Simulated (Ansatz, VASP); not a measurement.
**TiB2 in two plane-wave programs**

One calculation is typed for both programs; each brings its own data sets. How far apart do they land? The structure shown comes from an earlier Ansatz run, which isn't shown and may have moved the atoms alone.

Main program and level: Ansatz 0.2.0; plane waves, with VASP 6.6.1 beside it; elastic constants at PBEsol.

**1. Set-up**

The structure is hexagonal, space group P6/mmm (No. 191). The conventional cell has a = 3.018 Å, b = 3.018 Å, c = 3.185 Å, α = 90.00°, β = 90.00°, γ = 120.00°. Nearest to Ti lie 12 B at 2.36 Å. Nearest to B lie 3 B at 1.74 Å and 6 Ti at 2.36 Å. Farther neighbours are not listed.

**2. Ansatz: elastic constants, PBEsol**

Ansatz runs on its PAW soft_1 files.

Elastic constants are differences of stresses under small strains, so they test the stress and the mesh.

File input.yaml:

```yaml
crystal:
  lattice:
    - [3.0177978492, 0.0, 0.0]
    - [-1.5088989246, 2.6134896009, 0.0]
    - [0.0, 0.0, 3.1850384273]
  atoms:
    - { symbol: Ti, position: [0.0, 0.0, 0.0] }
    - { symbol: B, position: [0.3333333333, 0.6666666667, 0.5] }
    - { symbol: B, position: [0.6666666667, 0.3333333333, 0.5] }
kpoints:
  mp_grid: { grid: [21, 21, 16] }
hamiltonian:
  xc: pbesol
  pseudopotentials: { kind: paw, azcp: { folder: soft_1 }, xc_functional: pbe }
scf:
  occupations: { method: fermi_dirac, width: 0.15 }
output:
  forces: true
  stress: true
  eigenvalues: true
elastic:
  mode: relaxed_ion
  amplitude: 0.01
  stencil: two_point
basis:
  ecutwfc: 320
```

Started as:

```
$ ansatz run input.yaml --threads 8 --pin off --max-ram 15360MiB --backend cpu --events-out ev --progress --plain --runs-dir out
```

Numbers of over 12 decimals in the logs are rounded to 6 here.

What it wrote:

```text
Warning: basis.ecutwfc = 320 eV is below the records' recommended 420 eV, and the density's cutoff is lower with it unless basis.ecutrho_ratio is high enough to keep the records' density cutoff: compare with a run at a higher cutoff
band count auto-derived: 14 (N_el = 18.0; filled up to band 9; 13 by the electrons, moments and atoms)
Engine: ansatz 0.2.0, aarch64-unknown-linux-gnu
Pseudopotentials: kind: paw
Pseudopotential: Ti, paw, valence charge 12, recommended cutoff 420 eV (normal), soft_1/Ti.paw.azcp
Pseudopotential: B, paw, valence charge 3, recommended cutoff 420 eV (normal), soft_1/B.paw.azcp
Functional definition: PBEsol
  exchange = pbesol_x
  correlation = pbesol_c
Crystal: 3 atoms, lattice volume = 25.120 Å³
Basis set: ecut = 320 eV, 327 PW (Γ), exchange–correlation on 36×36×40 points (8 copies of the dense FFT grid, shifted against one another)
Bands: 14, of which v1, the nominal top of the filled ones, is band 9 counted from 1 (8 counted from 0)
Symmetry: 24 space group operations
Space group: P6/mmm (ITA 191), of the structure as read, at distance tolerance 2.9e-5 Å
k-points: 432 of 7056
Non-local potential: Ti, projectors of the file, l = 0: 3, l = 1: 2, l = 2: 3, l = 3: 1
Non-local potential: B, projectors of the file, l = 0: 2, l = 1: 2, l = 2: 1
PAW form: soft (Blöchl's): semilocal exchange-correlation on the pseudo side does not see the compensation charge
PAW frozen core: Ti, regenerated for the run's functional, and the local potential with it (the file was generated under x = pbe(κ = 0.804, μ = 0.219515), c = pbe(β = 0.066725))
PAW frozen core: B, regenerated for the run's functional, and the local potential with it (the file was generated under x = pbe(κ = 0.804, μ = 0.219515), c = pbe(β = 0.066725))
PAW one-centre angular grid: Ti, 590 points (default); XC on 64 Gauss nodes
PAW one-centre angular grid: B, 110 points (default); XC on 64 Gauss nodes
Initial density: superposition of atomic densities (chi_scale 0.1, normalization cell, long waves kept (reshape's long-wave potential 0.00 eV rms))
Initial wavefunctions: pseudopotential atomic-orbital guess
Functional: x = pbesol(κ = 0.804, μ = 0.123457), c = pbesol(β = 0.046)
SCF iter   1: F=—  HF=-2783.738867 eV  |F-HF|=—  |Δ(HF+E_count)|=         —  Δρ=1.07e-1  dr2=4.53e0  ethr=3.10e-3  ⟨swp⟩=4.5  Hψ=28972  notcnv=0
preconditioner: auto → none  [metal: Δε(μ)=0.026 eV  Ē_g=10.195 eV  σ=0.150 eV  W_gap=0.04  n_scr=8 (ndim 8)  ℏωp=23.4 eV  f_vac=0.000  D(μ)=0.37/eV (n_scr^D=0)  sad-step TF]
SCF iter   2: F=—  HF=-2783.212761 eV  |F-HF|=—  |Δ(HF+E_count)|=   5.26e-1  Δρ=7.73e-2  dr2=2.51e0  ethr=3.10e-3  ⟨swp⟩=2.0  Hψ=11418  notcnv=0
SCF iter   3: F=—  HF=-2782.582040 eV  |F-HF|=—  |Δ(HF+E_count)|=   6.31e-1  Δρ=6.69e-3  dr2=1.39e-2  ethr=3.10e-3  ⟨swp⟩=2.9  Hψ=11546  notcnv=0
SCF iter   4: F=—  HF=-2782.580968 eV  |F-HF|=—  |Δ(HF+E_count)|=   1.07e-3  Δρ=1.05e-3  dr2=1.93e-4  ethr=7.74e-5  ⟨swp⟩=1.1  Hψ=9511  notcnv=0
SCF iter   5: F=—  HF=-2782.580993 eV  |F-HF|=—  |Δ(HF+E_count)|=   2.51e-5  Δρ=3.10e-4  dr2=2.74e-5  ethr=1.07e-6  ⟨swp⟩=2.5  Hψ=9623  notcnv=0
SCF iter   6: F=—  HF=-2782.580974 eV  |F-HF|=—  |Δ(HF+E_count)|=   1.94e-5  Δρ=7.82e-5  dr2=1.66e-6  ethr=1.52e-7  ⟨swp⟩=2.9  Hψ=10442  notcnv=0
SCF iter   7: F=—  HF=-2782.580973 eV  |F-HF|=—  |Δ(HF+E_count)|=   9.37e-7  Δρ=9.78e-6  dr2=2.97e-8  ethr=9.23e-9  ⟨swp⟩=2.3  Hψ=8257  notcnv=0
SCF iter   8: F=—  HF=-2782.580973 eV  |F-HF|=—  |Δ(HF+E_count)|=   5.50e-9  Δρ=5.23e-7  dr2=6.34e-11  ethr=1.65e-10  ⟨swp⟩=2.0  Hψ=6916  notcnv=0
SCF iter   9: F=—  HF=-2782.580973 eV  |F-HF|=—  |Δ(HF+E_count)|=  1.55e-11  Δρ=5.07e-8  dr2=4.19e-13  ethr=3.52e-13 (applied; sched 1.00e-12)  ⟨swp⟩=2.5  Hψ=9499  notcnv=0
SCF iter  10: F=-2782.580973 eV  HF=-2782.580973 eV  |F-HF|=0.00e0  |Δ(HF+E_count)|=    0.00e0  Δρ=4.35e-9  dr2=6.89e-15  ethr=1.00e-12  ⟨swp⟩=3.9  Hψ=16418  notcnv=0
the search or the solves at the SCF's close seem to have found levels that the self-consistency loop had missed (the run counts 1). By its estimate they hold under 1e-12 electrons; where the run keeps them, the occupations were computed again with them
SCF 1 converged in 10 iterations: F = -2782.580973 eV  dr2 = 6.89e-15
  greatest PAW one-centre occupation: 0.998 electrons in one spin orbital (limit 2), on the Ti atom at site 0 (counted from 0), in its partial waves of l = 0
Crystal: 3 atoms, lattice volume = 24.869 Å³
Symmetry: 8 space group operations
k-points: 1089 of 7056
Initial density: handed on by an earlier stage of this run
Initial wavefunctions: pseudopotential atomic-orbital guess (no wavefunctions were taken with the density)
[...]
SCF 19 converged in 9 iterations: F = -2782.578748 eV  dr2 = 3.50e-20
relax step   3: F+E_penalty+E_count = -2782.57874789 eV  Δ(F+E_penalty+E_count) = -4.071e-9 eV  max|allowed force component| = 4.942e-6 eV/Å  Δτ_max = 0.0000 Å  (9 SCF iters, accepted)
[...]
SCF iter   7: F=—  HF=-2782.578748 eV  |F-HF|=—  |Δ(HF+E_count)|=  1.36e-12  Δρ=2.42e-8  dr2=1.76e-13  ethr=1.08e-14 (applied; sched 1.00e-12)  ⟨swp⟩=1.2  Hψ=27197  notcnv=0
iter 8 did not close the SCF: its close was put off for the readings that it lacked (scf_convergence_deferred on its scf_iter line)
SCF iter   8: F=-2782.578748 eV  HF=-2782.578748 eV  |F-HF|=9.09e-13  |Δ(HF+E_count)|=  1.36e-12  Δρ=6.71e-9  dr2=1.34e-14  ethr=9.75e-16 (applied; sched 1.00e-12)  ⟨swp⟩=1.4  Hψ=28112  notcnv=0
iter 9 did not close the SCF: its close was put off for the readings that it lacked (scf_convergence_deferred on its scf_iter line)
SCF iter   9: F=-2782.578748 eV  HF=-2782.578748 eV  |F-HF|=9.09e-13  |Δ(HF+E_count)|=  4.55e-13  Δρ=1.58e-9  dr2=7.32e-16  ethr=5.56e-16 (applied; sched 1.00e-12)  ⟨swp⟩=1.0  Hψ=26026  notcnv=0
iter 10 did not close the SCF: its close was put off for the readings that it lacked (scf_convergence_deferred on its scf_iter line)
SCF iter  10: F=-2782.578748 eV  HF=-2782.578748 eV  |F-HF|=4.55e-13  |Δ(HF+E_count)|=    0.00e0  Δρ=2.26e-11  dr2=1.14e-19  ethr=5.56e-16 (applied; sched 1.00e-12)  ⟨swp⟩=1.0  Hψ=26026  notcnv=0
iter 11 did not close the SCF: its close was put off for the readings that it lacked (scf_convergence_deferred on its scf_iter line)
SCF iter  11: F=-2782.578748 eV  HF=-2782.578748 eV  |F-HF|=1.36e-12  |Δ(HF+E_count)|=  9.09e-13  Δρ=7.88e-12  dr2=1.07e-20  ethr=5.56e-16 (applied; sched 1.00e-12)  ⟨swp⟩=1.0  Hψ=26026  notcnv=0
SCF iter  12: F=-2782.578748 eV  HF=-2782.578748 eV  |F-HF|=0.00e0  |Δ(HF+E_count)|=  1.82e-12  Δρ=4.17e-12  dr2=4.84e-21  ethr=1.00e-12  ⟨swp⟩=1.0  Hψ=59488  notcnv=0
SCF 20 converged in 12 iterations: F = -2782.578748 eV  dr2 = 4.84e-21
SCF converged after 10 iterations
Free energy (F): -2782.580973 eV
Harris-Foulkes:  -2782.580973 eV  (|F-HF|=0.00e0)
Internal energy: -2782.551555 eV  (E = F + TS)
E sigma→0 (E₀):  -2782.566264 eV
Entropy (-TS):   -0.029418 eV (-9.806 meV/atom)
Fermi energy:    15.344593 eV
--- Per-component energies (eV) ---
  E_band       = -88.957414
  E_kinetic    = 384.947555
  E_local      = -829.150530  (includes V_loc(G=0)·N_el)
  E_nonlocal   = 77.037842
  E_hartree    = 341.601467
  E_xc         = -183.919244
  E_vxc        = -226.586427  (∫ρ·V_xc dr)
  E_paw        = -1167.213041  (= ΣΔE_a)
  E_vpaw       = -178.408553  (= ΣTr[D̂ρ^β])
  E_aug_tail   = -0.000231  (compensation charges beyond the density's cutoff)
  E_ewald      = -1406.024179
  E_core_change = 0.168806  (= ΣΔE_core)
  E_smearing   = -0.029418  (= −TS)
  E_closure    = 0.000000  (closes the sum)
  Σ components = -2782.580973   (vs F -2782.580973, Δ=0.00e0)
--- Forces (eV/Å), atoms counted from 1 ---
  atom   1  Ti    -0.00000000     0.00000000     0.00000000
  atom   2  B      0.00000000    -0.00000000    -0.00000000
  atom   3  B     -0.00000000     0.00000000     0.00000000
  max |Σ_I F_I| component: 5.55e-17 eV/Å
--- Stress (GPa, compression-positive) ---
        0.129816       0.000000      -0.000000
        0.000000       0.129816      -0.000000
       -0.000000      -0.000000      -0.048980
  P = ⅓ Tr σ = 0.0702 GPa (0.702 kbar)
--- Band table (eV; the first three rows and the last of 432) ---
  k-point 0: bands = [... 5 lower, 12.6418, 12.6418, 13.1526, 13.1766, 17.3414, 17.3414, 19.2127, 19.2127, ... 1 higher]
  k-point 1: bands = [... 5 lower, 12.3610, 12.6844, 12.6844, 13.9109, 17.1796, 17.1796, 19.1108, 19.1108, ... 1 higher]
  k-point 2: bands = [... 5 lower, 11.5188, 12.8128, 12.8128, 14.6005, 16.8082, 16.8082, 18.8317, 18.8317, ... 1 higher]
  k-point 431: bands = [... 5 lower, 6.7250, 9.6201, 12.1336, 12.1336, 18.0155, 19.8482, 19.8482, 20.0266, ... 1 higher]
--- Elastic constants: 3 strain directions × 2 members + reference (group order 24) ---
  dense FFT box of the reference and of every strained cell: 18×18×20
  strains applied: 11, 33, 23; error gains: componentwise 1.00 (the most a stress slope's error grows in a printed constant), spectral 1.41 (1 for all six strains in a standard setting)
  C = ∂σ_k/∂η_j (tension-positive GPa; Voigt order 11 22 33 23 13 12):
       680.004     69.962    111.164     -0.000      0.000      0.000
        69.962    680.004    111.164      0.000     -0.000     -0.000
       111.108    111.108    481.811     -0.000     -0.000     -0.000
         0.000     -0.000      0.000    277.286      0.000      0.000
        -0.000      0.000     -0.000      0.000    277.286      0.000
         0.000     -0.000     -0.000      0.000      0.000    305.021
  reference stress σ⁰ (GPa):     -0.130     -0.130      0.049      0.000      0.000     -0.000
  C* (energy form; C + prestress term) asymmetry max|C*_kj − C*_jk| = 1.235e-1 GPa — a small one proves nothing (zero by symmetry where the batch's group is 432, −43m or m−3m); a large one is finite-difference/SCF noise where every solve meets its electron count
  moduli (Voigt/Reuss/Hill, GPa): K = 269.59/265.27/267.43   G = 275.22/269.18/272.20   E = 609.74   ν = 0.120
  mechanically stable: yes (min eigenvalue of sym C = 277.29 GPa)
  the stresses are not corrected for the forces that the relaxations left standing (`elastic.f_tol`)
  strain η (Voigt 11):  stress-route row diagonal C_11 = 680.00 GPa, energy-path curvature d²(F+E_count+ΔE)/dδ²/Ω₀ = 680.06 GPa
         δ    σ_11 (GPa)             F (eV)   n_scf  n_hpsi   n_pw
    -1.000e-2      -7.1166       -2782.5752808      12  295920    339   relax 4 steps, max|allowed force component| 2.77e-5 eV/Å
     1.000e-2       6.4835       -2782.5758980      12  289963    348   relax 3 steps, max|allowed force component| 3.85e-6 eV/Å
  strain η (Voigt 33):  stress-route row diagonal C_33 = 481.81 GPa, energy-path curvature d²(F+E_count+ΔE)/dδ²/Ω₀ = 481.62 GPa
         δ    σ_33 (GPa)             F (eV)   n_scf  n_hpsi   n_pw
    -1.000e-2      -4.8907       -2782.5772105       7   94572    339   relax 0 steps, max|allowed force component| 1.67e-16 eV/Å
     1.000e-2       4.7456       -2782.5770862       6   90645    348   relax 0 steps, max|allowed force component| 1.85e-16 eV/Å
  strain η (Voigt 23):  stress-route row diagonal C_44 = 277.29 GPa, energy-path curvature d²(F+E_count+ΔE)/dδ²/Ω₀ = 277.36 GPa
         δ    σ_23 (GPa)             F (eV)   n_scf  n_hpsi   n_pw
    -1.000e-2      -2.7729       -2782.5787479      12  500739    341   relax 3 steps, max|allowed force component| 4.94e-6 eV/Å
     1.000e-2       2.7729       -2782.5787479      12  500631    341   relax 3 steps, max|allowed force component| 4.94e-6 eV/Å
```

(Part 1 of 2 ends here.)

[Lines on the potential files, build, host, timing and source positions are cut from VASP's logs without a mark.]

[Logs are printed without paths, hosts, clocks, repeated set-up lines and the standing remarks that a program may print on its own settings, such as how far it seeks lower states.]

[Hosts, paths, dates, database ids (printed as entryN), source tags and the programs' standing remarks are cut or masked in the printed files.]
